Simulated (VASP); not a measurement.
The system is CsC.

```xyz
4
Lattice="3.2305 0.0000 0.0000 0.0000 3.2305 0.0000 0.0000 0.0000 8.9645" Properties=species:S:1:pos:R:3 pbc="T T T"
Cs    0.0000    1.6153    2.5188
Cs    1.6153    0.0000    6.4457
C     0.0000    0.0000    0.0000
C     1.6153    1.6153    0.0000
```

The cell was built by a generator and needn't be a form met in nature.

```yaml
Program: VASP 6.6.1
Task: relaxation of cell and atoms
Functional: PBE
Dispersion: D3(BJ)
Potentials_or_basis: VASP PAW PBE potentials, release 64 (Cs_sv, C)
Cutoff: 600 eV
k_mesh: 6 × 6 × 2
Occupations: gaussian, width 0.1 eV
Spin: no spin polarisation
```

At the start: pressure 0.3 GPa; volume 23.39 Å³/atom.

**Question.** How do energy, volume and symmetry change on relaxing?

**Answer.** Over 8 steps the energy falls by 2.6 meV/atom and the volume is 23.96 Å³/atom (+2.5 %); space group P4/nmm (No. 129, to 0.05 Å).

The path:
```csv
step,energy change (eV),largest force (eV/Å),pressure (GPa),volume (Å³)
1,0.0000,0.1562,0.30,93.56
2,-0.0067,0.0761,0.23,94.15
3,-0.0076,0.0274,0.22,94.43
4,-0.0076,0.0241,0.21,94.44
5,-0.0082,0.0501,0.01,94.97
6,-0.0083,0.0652,-0.10,95.27
7,-0.0089,0.0559,-0.08,95.42
8,-0.0102,0.0291,-0.04,95.86
```

Final structure:
```
Cs C
1.0
     3.26403    0.00000    0.00000
     0.00000    3.26403    0.00000
     0.00000    0.00000    8.99733
Cs C
2 2
Direct
  0.00000 0.50000 0.27723
  0.50000 0.00000 0.72277
  0.00000 0.00000 0.00000
  0.50000 0.50000 0.00000
```

Caveat: pairwise dispersion overbinds metals, which lowers pressure and volume.
